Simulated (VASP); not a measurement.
# CsLiMoO4 (F-43m) in VASP: notebook

The runs below take CsLiMoO4 through relaxation of cell and atoms, with LDA.

Program: VASP 6.6.1. These are calculated values, not measurements. Logs are shortened: lines on timing, memory, paths and dates and some standing lists are left out, and cuts for length are marked.

## 1. The structure

It takes space group F-43m (No. 216, cubic). The conventional cell has a = 8.392 Å, b = 8.392 Å, c = 8.392 Å, α = 90.00°, β = 90.00°, γ = 90.00°. Around Cs (site symmetry -43m) lie 12 O at 3.49 Å and 4 Li at 3.63 Å. Around Li (site symmetry -43m) lie 4 O at 1.87 Å. Mo (site symmetry -43m) is surrounded by 4 O at 1.76 Å. O (site symmetry 3m) has 1 Mo at 1.76 Å and 1 Li at 1.87 Å as nearest neighbours.

The cell comes from a database or a generator and needn't be the stable form of this composition.

## 2. Relaxation of cell and atoms, LDA

INCAR

```
PREC     = Accurate       # precision mode
ENCUT    = 600            # plane-wave cutoff, eV
EDIFF    = 1E-6           # SCF threshold, eV
ISMEAR   = 0              # smearing method
SIGMA    = 0.03           # smearing width, eV
LREAL    = F              # projectors in reciprocal space
LASPH    = T              # aspherical terms in the spheres
NELM     = 80             # most SCF steps
ALGO     = Normal         # electronic algorithm
ISIF     = 3              # what is computed and relaxed
LWAVE    = F              # write WAVECAR
LCHARG   = F              # write CHGCAR
IBRION   = 2              # ionic algorithm
NSW      = 90             # ionic steps
EDIFFG   = -0.01          # ionic threshold
KPAR     = 2
```

KPOINTS

```
regular mesh
0
Gamma
  6 6 6
```

POSCAR

```
CsLiMoO4
1.0
    0.0000000000      4.1960309700      4.1960309700
    4.1960309700      0.0000000000      4.1960309700
    4.1960309700      4.1960309700      0.0000000000
Cs Li Mo O
1 1 1 4
Direct
    0.7500000000      0.7500000000      0.7500000000
    0.5000000000      0.5000000000      0.5000000000
    0.2500000000      0.2500000000      0.2500000000
    0.8863674800      0.3712108400      0.3712108400
    0.3712108400      0.3712108400      0.8863674800
    0.3712108400      0.8863674800      0.3712108400
    0.3712108400      0.3712108400      0.3712108400
```

Potentials or basis: VASP PAW LDA potentials, release 64 (Cs_sv, Li_sv, Mo_sv, O).

Started as:

```bash
cat potpaw_LDA.64/Cs_sv/POTCAR potpaw_LDA.64/Li_sv/POTCAR potpaw_LDA.64/Mo_sv/POTCAR potpaw_LDA.64/O/POTCAR > POTCAR
mpirun -np 2 vasp_std > vasp.out
```

OUTCAR:

```text
PREC = Accurate
   ENCUT = 600
   EDIFF = 1E-6
   ISMEAR = 0
   LREAL = F
   LASPH = T
   NELM = 80
   ISIF = 3
   IBRION = 2
   NSW = 90
   EDIFFG = -0.01

 ion  position               nearest neighbor table
   1  0.750  0.750  0.750-
   2  0.500  0.500  0.500-   7 1.87   5 1.87   6 1.87   4 1.87
   3  0.250  0.250  0.250-   4 1.76   5 1.76   6 1.76   7 1.76
   4  0.886  0.371  0.371-   3 1.76   2 1.87
   5  0.371  0.371  0.886-   3 1.76   2 1.87
   6  0.371  0.886  0.371-   3 1.76   2 1.87
   7  0.371  0.371  0.371-   3 1.76   2 1.87

  LATTYP: Found a face centered cubic cell.
 ALAT       =     8.3920619400

  Lattice vectors:

 A1 = (   0.0000000000,   4.1960309700,   4.1960309700)
 A2 = (   4.1960309700,   0.0000000000,   4.1960309700)
 A3 = (   4.1960309700,   4.1960309700,   0.0000000000)

Analysis of symmetry for initial positions (statically):
=====================================================================
 Subroutine PRICEL returns:
 Original cell was already a primitive cell.

 Routine SETGRP: Setting up the symmetry group for a
 face centered cubic supercell.

 Subroutine GETGRP returns: Found 24 space group operations
 (whereof 24 operations were pure point group operations)
 out of a pool of 48 trial point group operations.

The static configuration has the point symmetry T_d .

Analysis of symmetry for dynamics (positions and initial velocities):
=====================================================================
 Subroutine PRICEL returns:
 Original cell was already a primitive cell.

 Routine SETGRP: Setting up the symmetry group for a
 face centered cubic supercell.

 Subroutine GETGRP returns: Found 24 space group operations
 (whereof 24 operations were pure point group operations)
 out of a pool of 48 trial point group operations.

The dynamic configuration has the point symmetry T_d .

 Subroutine INISYM returns: Found 24 space group operations
 (whereof 24 operations are pure point group operations),
 and found     1 'primitive' translations

----------------------------------------------------------------------------------------

                                     Primitive cell

  volume of cell :     147.7563

  direct lattice vectors                    reciprocal lattice vectors
[... 76 lines left out ...]
   NGX,Y,Z   is equivalent  to a cutoff of  13.45, 13.45, 13.45 a.u.
   NGXF,Y,Z  is equivalent  to a cutoff of  26.89, 26.89, 26.89 a.u.
 SYSTEM =  unknown system
   PREC   = accura    normal or accurate (medium, high low for compatibility)
   ISTART =      0    job   : 0-new  1-cont  2-samecut
   ICHARG =      2    charge: 1-file 2-atom 10-const
   ISPIN  =      1    spin polarized calculation?
   LNONCOLLINEAR =      F non collinear calculations
   LSORBIT =      F    spin-orbit coupling
   LASPH  =      T    aspherical Exc in radial PAW
   ENCUT  =  600.0 eV  44.10 Ry    6.64 a.u.  11.85 11.85 11.85*2*pi/ulx,y,z
   NELM   =     80;   NELMIN=  2; NELMDL= -5     # of ELM steps
   EDIFF  = 0.1E-05   stopping-criterion for ELM
   LREAL  =      F    real-space projection
   EDIFFG = -.1E-01   stopping-criterion for IOM
   NSW    =     90    number of steps for IOM
   IBRION =      2    ionic relax: 0-MD 1-quasi-New 2-CG
   NFREE  =      1    steps in history (QN), initial steepest desc. (CG)
   ISIF   =      3    stress and relaxation
   ISYM   =      2    0-nonsym 1-usesym 2-fastsym
   POTIM  = 0.5000    time-step for ionic-motion
   TEBEG  =    0.0;   TEEND  =   0.0 temperature during run
   PSTRESS=    0.0 pullay stress
   NELECT =      50.0000    total number of electrons
   NUPDOWN=      -1.0000    fix difference up-down
   EMIN   =  10.00;   EMAX   =-10.00  energy-range for DOS
   EFERMI =   0.00;   METHOD = LEGACY
   ISMEAR =     0;   SIGMA  =   0.03  broadening in eV -4-tet -1-fermi 0-gaus
   EFERMI_NEDOS =   21; number of points for ismear=-14 and -15
   IALGO  =     38    algorithm
   IMIX   =      4    mixing-type and parameters
     AMIX     =   0.40;   BMIX     =  1.00
     AMIX_MAG =   1.60;   BMIX_MAG =  1.00
  volume/ion in A,a.u.               =      21.11       142.44
  Fermi-wavevector in a.u.,A,eV,Ry     =   1.140817  2.155832 17.707498  1.301464
  Thomas-Fermi vector in A             =   2.277519
   LORBIT       =      0    0 simple, 1 ext, 2 COOP (PROOUT), +10 PAW based schemes
   GGA     = CA    functional components
   LHFCALC =     F    Hartree Fock is set to
   AEXX    =    0.0000 exact exchange contribution
   IVDW    =     0    specifies the selected vdW correction
   LEPSILON=     F    determine dielectric tensor
   LRPA    =     F    only Hartree local field effects (RPA)
 conjugate gradient relaxation of ions
 non-spin polarized calculation
 Gauss-broadening in eV      SIGMA  =   0.03
  energy-cutoff  :      600.00
  volume of cell :      147.76
 maximum number of plane-waves:      4957
   NGX = 23   NGY = 23   NGZ = 23

--------------------------------------- Ionic step        1  -------------------------------------------

 number of electron      49.9999999 magnetization

 Free energy of the ion-electron system (eV)
  ---------------------------------------------------
  ext. energy  EPLUGINS =         0.00000000
  ---------------------------------------------------
  free energy    TOTEN  =       -53.06327972 eV

  energy without entropy =      -53.06327972  energy(sigma->0) =      -53.06327972

------------------------ aborting loop because EDIFF is reached ----------------------------------------

  FORCE on cell =-STRESS in cart. coord.  units (eV):
  Direction    XX          YY          ZZ          XY          YZ          ZX
  --------------------------------------------------------------------------------------
  -------------------------------------------------------------------------------------
  Total       -1.5318676     -1.5318676     -1.5318676      0.0000000      0.0000000     -0.0000000
  in kB      -16.6106171    -16.6106171    -16.6106171      0.0000000      0.0000000     -0.0000000
  external PRESSURE =     -16.6106171 kB  Pullay stress =       0.0000000 kB
[... 274 lines left out ...]
--------------------------------------- Ionic step        8  -------------------------------------------

 number of electron      50.0000007 magnetization

 Free energy of the ion-electron system (eV)
  ---------------------------------------------------
  ext. energy  EPLUGINS =         0.00000000
  ---------------------------------------------------
  free energy    TOTEN  =       -53.11033309 eV

  energy without entropy =      -53.11033309  energy(sigma->0) =      -53.11033309

 E-fermi :  -0.7331     XC(G=0):  -8.5559

 val. band max:       -0.8983848300   @ k =   0.5000   0.0000   0.0000
 cond. band min:       3.5527044344   @ k =   0.5000   0.5000   0.0000
 fundamental gap:      4.4510892644
 Fermi energy:        -0.7331145100

 k-point     1 :       0.0000    0.0000    0.0000
  band No.  band energies     occupation
      1     -60.7501      2.00000
      2     -40.9391      2.00000
      3     -35.3387      2.00000
      4     -35.3387      2.00000
      5     -35.3387      2.00000
      6     -19.7970      2.00000
[... 551 lines left out ...]
  FREE ENERGIE OF THE ION-ELECTRON SYSTEM (eV)
  ---------------------------------------------------
  free  energy   TOTEN  =       -53.1103330886 eV

  energy  without entropy=      -53.1103330886  energy(sigma->0) =      -53.11033309

 reached required accuracy - stopping structural energy minimisation
```

OSZICAR:

```text
N       E                     dE             d eps       ncg     rms          rms(c)
DAV:   1     0.487380546288E+03    0.48738E+03   -0.28114E+04  1008   0.173E+03
DAV:   2    -0.285958165205E+02   -0.51598E+03   -0.50501E+03  1314   0.407E+02
DAV:   3    -0.649981114600E+02   -0.36402E+02   -0.36288E+02  1334   0.111E+02
[... 69 lines left out ...]
DAV:   2    -0.531103653004E+02    0.32963E-03   -0.93701E-04  1092   0.231E-01    0.427E-02
DAV:   3    -0.531103381415E+02    0.27159E-04   -0.19264E-04  1202   0.704E-02    0.162E-02
DAV:   4    -0.531103340481E+02    0.40934E-05   -0.20282E-05  1218   0.369E-02    0.282E-02
DAV:   5    -0.531103335972E+02    0.45100E-06   -0.10832E-05  1122   0.193E-02    0.561E-03
DAV:   6    -0.531103330886E+02    0.50852E-06   -0.38513E-06   982   0.115E-02
   8 F= -.53110333E+02 E0= -.53110333E+02  d E =-.633633E-04
```

Run time: 2.3 min. Hardware: 2 MPI ranks of Intel Xeon Platinum 8488C (Sapphire Rapids), shared host; peak memory 0.31 GiB.

What came out:

```
Free energy                            : -53.1103 eV
Relaxed volume                         : 20.03 Å³/atom
Relaxed cell                           : a = 5.831 Å, b = 5.831 Å, c = 5.831 Å, α = 60.00°, β = 60.00°, γ = 60.00°
Space group after relaxing (to 0.05 Å) : F-43m (No. 216)
Energy gained by relaxing              : 6.7 meV/atom
Ionic steps                            : 8
Pressure after relaxing                : 0.0 GPa
Largest force after relaxing           : 0.005 eV/Å
Band gap on the k mesh                 : 4.45 eV, indirect (least direct gap 4.52 eV)
```

Forces on the atoms (eV/Å):
```
Cs   0.000  0.000  0.000
Li   0.000  0.000  0.000
Mo   0.000  0.000  0.000
O    0.003 -0.003 -0.003
O   -0.003 -0.003  0.003
O   -0.003  0.003 -0.003
O    0.003  0.003  0.003
```

Step by step:
```
step  energy change (eV)  largest force (eV/Å)  pressure (GPa)  volume (Å³)
   1              0.0000                0.1147           -1.66       147.76
   2             -0.0263                0.6168            0.45       143.13
   3             -0.0263                0.6261            0.47       143.05
   4             -0.0416                0.3323            0.30       141.60
   5             -0.0469                0.0061            0.12       139.95
   6             -0.0470                0.0317            0.13       140.13
   7             -0.0470                0.0188            0.09       140.07
   8             -0.0471                0.0047            0.04       140.21
```

Final structure:
```
CELL_PARAMETERS angstrom
0.00000 4.12330 4.12330
4.12330 0.00000 4.12330
4.12330 4.12330 0.00000
ATOMIC_POSITIONS crystal
Cs 0.75000 0.75000 0.75000
Li 0.50000 0.50000 0.50000
Mo 0.25000 0.25000 0.25000
O 0.88101 0.37300 0.37300
O 0.37300 0.37300 0.88101
O 0.37300 0.88101 0.37300
O 0.37300 0.37300 0.37300
```

Caveat: the cutoff is under 1.25 times the usual one of these potentials, so pressure, stress and relaxed cells hold a basis-set (Pulay) error; spin-orbit coupling is left out, which moves the levels of the heavy elements.

## 3. Relaxation of cell and atoms, LDA

This run uses another cell than the first one, of 20.03 Å³/atom, 0.949 times its volume.

Changes to INCAR since step 2:

```diff
@@ -2,3 +2,3 @@
 ENCUT    = 600            # plane-wave cutoff, eV
-EDIFF    = 1E-6           # SCF threshold, eV
+EDIFF    = 1E-7           # SCF threshold, eV
 ISMEAR   = 0              # smearing method
@@ -14,3 +14,3 @@
 NSW      = 90             # ionic steps
-EDIFFG   = -0.01          # ionic threshold
+EDIFFG   = -0.005         # ionic threshold
 KPAR     = 2
```

KPOINTS is that of step 2.

POSCAR

```
CsLiMoO4                                
1.0
   -0.0000000000      4.1232993623      4.1232993623
    4.1232993623      0.0000000000      4.1232993623
    4.1232993623      4.1232993623     -0.0000000000
  Cs              Li              Mo              O             
     1     1     1     4
Direct
     0.7500000000000000    0.7500000000000000    0.7500000000000000
     0.5000000000000000    0.5000000000000000    0.5000000000000000
     0.2500000000000000    0.2500000000000000    0.2500000000000000
     0.8810066730502116    0.3729977756499318    0.3729977756499318
     0.3729977756499318    0.3729977756499318    0.8810066730502116
     0.3729977756499318    0.8810066730502116    0.3729977756499318
     0.3729977756499318    0.3729977756499318    0.3729977756499318
```

Potentials or basis: VASP PAW LDA potentials, release 64 (Cs_sv, Li_sv, Mo_sv, O).

Started as:

```bash
cat potpaw_LDA.64/Cs_sv/POTCAR potpaw_LDA.64/Li_sv/POTCAR potpaw_LDA.64/Mo_sv/POTCAR potpaw_LDA.64/O/POTCAR > POTCAR
mpirun -np 2 vasp_std > vasp.out
```

Run time: 85 s. Hardware: 2 MPI ranks of Intel Xeon Platinum 8488C (Sapphire Rapids), shared host; peak memory 0.3 GiB.

The run converged. Its results:

```
Free energy                            : -53.0987 eV
Relaxed volume                         : 20.06 Å³/atom
Relaxed cell                           : a = 5.834 Å, b = 5.834 Å, c = 5.834 Å, α = 60.00°, β = 60.00°, γ = 60.00°
Space group after relaxing (to 0.05 Å) : F-43m (No. 216)
Energy gained by relaxing              : 0.0 meV/atom
Ionic steps                            : 4
Pressure after relaxing                : 0.0 GPa
Largest force after relaxing           : 0.004 eV/Å
Band gap on the k mesh                 : 4.45 eV, indirect (least direct gap 4.52 eV)
```

Forces on the atoms (eV/Å):
```
Cs   0.000  0.000  0.000
Li   0.000  0.000  0.000
Mo   0.000  0.000  0.000
O   -0.003  0.003  0.003
O    0.003  0.003 -0.003
O    0.003 -0.003  0.003
O   -0.003 -0.003 -0.003
```

Final structure:
```yaml
crystal:
  lattice:
    - [0.00000, 4.12521, 4.12521]
    - [4.12521, 0.00000, 4.12521]
    - [4.12521, 4.12521, 0.00000]
  atoms:
    - { symbol: Cs, position: [0.75000, 0.75000, 0.75000] }
    - { symbol: Li, position: [0.50000, 0.50000, 0.50000] }
    - { symbol: Mo, position: [0.25000, 0.25000, 0.25000] }
    - { symbol: O, position: [0.88110, 0.37297, 0.37297] }
    - { symbol: O, position: [0.37297, 0.37297, 0.88110] }
    - { symbol: O, position: [0.37297, 0.88110, 0.37297] }
    - { symbol: O, position: [0.37297, 0.37297, 0.37297] }
```

Levels at points of the mesh, in eV from the valence-band top:
```
           k point  band 23  band 24  band 25  band 26  band 27  band 28
(0.00, 0.00, 0.00)    -0.01    -0.01    -0.01     4.52     4.64     4.64
(0.50, 0.00, 0.00)    -0.55    -0.55     0.00     4.84     4.84     5.71
(0.50, 0.50, 0.00)    -0.49    -0.39    -0.39     4.45     5.13     5.95
```

Caveat: the cutoff is under 1.25 times the usual one of these potentials, so pressure, stress and relaxed cells hold a basis-set (Pulay) error; spin-orbit coupling is left out, which moves the levels of the heavy elements. A k mesh can miss the band edges.
